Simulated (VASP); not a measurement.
An input for Quantum ESPRESSO's pw.x (written as the equivalent of a VASP run, and not itself run):

```
&CONTROL
  calculation = 'vc-relax'
  pseudo_dir = './pseudo'
  outdir = './out'
  tprnfor = .true.
  tstress = .true.
  nstep = 60
  forc_conv_thr = 0.00039
/
&SYSTEM
  ibrav = 0
  nat = 2
  ntyp = 2
  ecutwfc = 82.3
  occupations = 'smearing'
  smearing = 'gaussian'
  degauss = 0.003675
  input_dft = 'pbesol'
/
&ELECTRONS
  conv_thr = 7.3e-08
  electron_maxstep = 100
/
&IONS
/
&CELL
/
ATOMIC_SPECIES
  Pb 207.200 Pb.upf
  Te 127.600 Te.upf
CELL_PARAMETERS angstrom
     0.0000000    3.0672000    3.0672000
     3.0672000    0.0000000    3.0672000
     3.0672000    3.0672000    0.0000000
ATOMIC_POSITIONS crystal
  Pb   0.0000000  0.0000000  0.0000000
  Te   0.5000000  0.5000000  0.5000000
K_POINTS automatic
  7 7 7 0 0 0
```

Problem. Translate this input to VASP (INCAR, KPOINTS, POSCAR, choice of POTCAR).

Solution. One answer among several that fit: 
**INCAR**
```
ALGO = Normal
EDIFF = 1E-6
EDIFFG = -0.01
ENCUT = 400
GGA = PS
IBRION = 2
ISIF = 3
ISMEAR = 0
LASPH = .TRUE.
LCHARG = .FALSE.
LMAXMIX = 4
LREAL = .FALSE.
LWAVE = .FALSE.
NELM = 100
NSW = 60
PREC = Accurate
SIGMA = 0.05
SYSTEM = PbTe
```

POSCAR:
```
PbTe
1
    0.0000000000     3.0672000000     3.0672000000
    3.0672000000     0.0000000000     3.0672000000
    3.0672000000     3.0672000000     0.0000000000
Pb Te
1 1
Direct
  0.0000000000   0.0000000000   0.0000000000
  0.5000000000   0.5000000000   0.5000000000
```

### KPOINTS
```
Regular mesh
0
gamma
 7 7 7
```

POTCAR, in this order: Pb_d Te (PBE.64 set). Program: vasp_std.

Limits of the translation: the potentials are each code's own (VASP's PAW set, PseudoDojo norm-conserving files in pw.x), so ENCUT and ecutwfc are chosen apart and not converted; conv_thr bounds pw.x's estimated SCF error, while EDIFF bounds the energy change between steps; forc_conv_thr acts on force components and is met together with etot_conv_thr.

The structure was generated: PbTe was put into the rock salt type (Fm-3m), which need not be its known phase. This run relaxes it. Symmetry was kept, so distortions that lower it aren't found.
